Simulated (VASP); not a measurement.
An input for Ansatz (written as the equivalent of a VASP run, and not itself run):

Ansatz 0.2 input:
```yaml
crystal:
  lattice:
    - [0.0000000, 2.0844000, 2.0844000]
    - [2.0844000, 0.0000000, 2.0844000]
    - [2.0844000, 2.0844000, 0.0000000]
  atoms:
    - { symbol: Ga, position: [0.0000000, 0.0000000, 0.0000000] }
    - { symbol: N, position: [0.5000000, 0.5000000, 0.5000000] }
kpoints:
  mp_grid: { grid: [10, 10, 10] }
hamiltonian:
  xc: pbe
  pseudopotentials: { kind: paw }
scf:
  occupations: { method: gaussian, width: 0.05 }
  max_iter: 100
relax:
  max_steps: 60
  f_tol: 0.01
  cell: {}
output: { forces: true, stress: true, eigenvalues: true }
```

### Question
Write the VASP files for the same calculation (PBE).

### Answer
Several could match; the one computed here: 
**KPOINTS**
```
K-points
0
G
 10 10 10
0 0 0
```

**INCAR**
```
SYSTEM  =  GaN
PREC  =  Accurate; ENCUT  =  520; LREAL  =  .FALSE.
LASPH  =  .TRUE.
EDIFF  =  1E-6; NELM  =  100; ALGO  =  Normal
LMAXMIX  =  4
ISMEAR  =  0; SIGMA  =  0.05
GGA  =  PE
IBRION  =  2; NSW  =  60; ISIF  =  3
EDIFFG  =  -0.01
LWAVE  =  .FALSE.; LCHARG  =  .FALSE.
```

### POSCAR
```
GaN
1
    0.0000000000     2.0844000000     2.0844000000
    2.0844000000     0.0000000000     2.0844000000
    2.0844000000     2.0844000000     0.0000000000
Ga N
1 1
Direct
  0.0000000000   0.0000000000   0.0000000000
  0.5000000000   0.5000000000   0.5000000000
```

POTCAR, in this order: Ga_d N (PBE.64 set). Program: vasp_std.

What does not carry over: each code has its own PAW files, so the cut-off isn't converted (ENCUT is set for VASP's; basis.ecutwfc is left out, and Ansatz then takes the one that its files recommend); Ansatz stops its SCF on the density residual and VASP on the energy change (EDIFF).

The structure was generated: GaN was put into the rock salt type (Fm-3m), which need not be its known phase. This run relaxes it. Symmetry was kept, so distortions that lower it aren't found.
